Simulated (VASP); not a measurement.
```yaml
crystal:
  lattice:
    - [-1.78610, 1.78610, 6.04684]
    - [1.78610, -1.78610, 6.04684]
    - [1.78610, 1.78610, -6.04684]
  atoms:
    - { symbol: Ru, position: [0.75000, 0.75000, 0.00000] }
    - { symbol: Ru, position: [0.50000, 0.00000, 0.50000] }
    - { symbol: Te, position: [0.16600, 0.16600, 0.00000] }
    - { symbol: Te, position: [0.91600, 0.41600, 0.50000] }
```

Method: PBE GGA, VASP's PBE PAW potentials (set 64) (plane waves; VASP). Run with 450 eV cut-off, 8×8×8 Γ-centred mesh, Gaussian smearing of 0.050 eV, potentials Ru_pv Te.

Question: Give the stress tensor in GPa (positive for a compressed cell).

Answer: 
```
3.91  0.00  0.00
0.00  3.91  0.00
0.00  0.00  0.65
```
The pressure is its mean diagonal, 2.82 GPa.

The structure was generated: TeRu was put into the NbAs type (I4_1md), which need not be its known phase. The cell was not relaxed at this level. The k-mesh is coarse (spacing up to 0.31 per Å, 2π included), so the numbers may not be converged in it. The run is one of a series of settings (ENCUT = 450 against the base run), some of them coarse on purpose.
